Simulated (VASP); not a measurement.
An input for Ansatz (written as the equivalent of a VASP run, and not itself run):

Ansatz 0.2 input:
```yaml
crystal:
  lattice:
    - [3.8395060, 0.0000000, 0.0000000]
    - [0.0000000, 3.8395060, 0.0000000]
    - [0.0000000, 0.0000000, 25.5368000]
  atoms:
    - { symbol: Cu, position: [0.0000000, 0.5000000, 0.3879620] }
    - { symbol: Cu, position: [0.0000000, 0.0000000, 0.3132730] }
    - { symbol: Cu, position: [0.5000000, 0.0000000, 0.3879620] }
    - { symbol: Cu, position: [0.0000000, 0.5000000, 0.5373460] }
    - { symbol: Cu, position: [0.0000000, 0.0000000, 0.4626540] }
    - { symbol: Cu, position: [0.5000000, 0.0000000, 0.5373460] }
    - { symbol: Cu, position: [0.0000000, 0.5000000, 0.6867270] }
    - { symbol: Cu, position: [0.0000000, 0.0000000, 0.6120340] }
    - { symbol: Cu, position: [0.5000000, 0.0000000, 0.6867270] }
    - { symbol: N, position: [0.0000000, 0.0000000, 0.3879620] }
    - { symbol: N, position: [0.0000000, 0.0000000, 0.5373460] }
    - { symbol: N, position: [0.0000000, 0.0000000, 0.6867270] }
kpoints:
  mp_grid: { grid: [7, 7, 1] }
hamiltonian:
  xc: pbesol
  pseudopotentials: { kind: paw }
scf:
  occupations: { method: methfessel_paxton, width: 0.136 }
  max_iter: 100
output: { forces: true, stress: true, eigenvalues: true }
```

Task: Translate this input to VASP (INCAR, KPOINTS, POSCAR, choice of POTCAR).

Result: One answer among several that fit: 
File POSCAR:
```
Cu3N
1
    3.8395060000     0.0000000000     0.0000000000
    0.0000000000     3.8395060000     0.0000000000
    0.0000000000     0.0000000000    25.5368000000
Cu N
9 3
Direct
  0.0000000000   0.5000000000   0.3879620000
  0.0000000000   0.0000000000   0.3132730000
  0.5000000000   0.0000000000   0.3879620000
  0.0000000000   0.5000000000   0.5373460000
  0.0000000000   0.0000000000   0.4626540000
  0.5000000000   0.0000000000   0.5373460000
  0.0000000000   0.5000000000   0.6867270000
  0.0000000000   0.0000000000   0.6120340000
  0.5000000000   0.0000000000   0.6867270000
  0.0000000000   0.0000000000   0.3879620000
  0.0000000000   0.0000000000   0.5373460000
  0.0000000000   0.0000000000   0.6867270000
```

### KPOINTS
```
Automatic mesh
0
Gamma
7 7 1
0 0 0
```

### INCAR
```
# general
SYSTEM =Cu3N
PREC   =Accurate
ENCUT  =400
LREAL  =.False.
LASPH  =.True.

# electronic loop
EDIFF  =1E-6
NELM   =100
ALGO   =Normal
LMAXMIX=4

# smearing
ISMEAR =1
SIGMA  =0.136

# functional
GGA    =PS

# ions
ISIF   =2

# output
LWAVE  =.False.
LCHARG =.False.
```

POTCAR, in this order: Cu N (PBE.64 set). Program: vasp_std.

Limits of the translation: each code has its own PAW files, so the cut-off isn't converted (ENCUT is set for VASP's; basis.ecutwfc is left out, and Ansatz then takes the one that its files recommend); Ansatz stops its SCF on the density residual and VASP on the energy change (EDIFF).

The cell is a sheet with vacuum, built from a database entry that may be metastable or hypothetical.
